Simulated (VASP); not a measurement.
Data:

```xyz
2
Lattice="0.0000 2.2600 2.2600 2.2600 0.0000 2.2600 2.2600 2.2600 0.0000" Properties=species:S:1:pos:R:3 pbc="T T T"
Hf     0.0000     0.0000     0.0000
N      2.2600     2.2600     2.2600
```

The numbers are results of PBE GGA with D3 dispersion (zero damping), VASP's PBE PAW potentials (set 64) (plane waves; VASP), not measurements. Run with 520 eV cut-off, 13×13×13 Γ-centred mesh, first-order Methfessel-Paxton smearing of 0.10 eV, potentials Hf_pv N.

The ions, cell shape and volume are relaxed. Give the cell that the relaxation ends in.

```xyz
2
Lattice="0.0000 2.2517 2.2517 2.2517 0.0000 2.2517 2.2517 2.2517 0.0000" Properties=species:S:1:pos:R:3 pbc="T T T"
Hf     0.0000     0.0000     0.0000
N      2.2517     2.2517     2.2517
```
Space group Fm-3m (225), at a tolerance of 0.03 Å.

How do energy and volume change from the first to the last step?

The energy (σ→0) changes by -1.2 meV/atom and the volume by -1.1 %, in 3 ionic steps.

```tsv
step	E(σ→0) (eV)	max force (eV/Å)	pressure (GPa)	volume (Å³)
1	-22.3874	0.000	-3.06	23.09
2	-22.3807	0.000	6.25	22.36
3	-22.3898	0.000	-0.01	22.83
```

The compound is HfN in the rock salt structure. This run relaxes it. Symmetry was kept, so distortions that lower it aren't found. The electron count is odd and the run is not spin-polarised, which forces a metal.
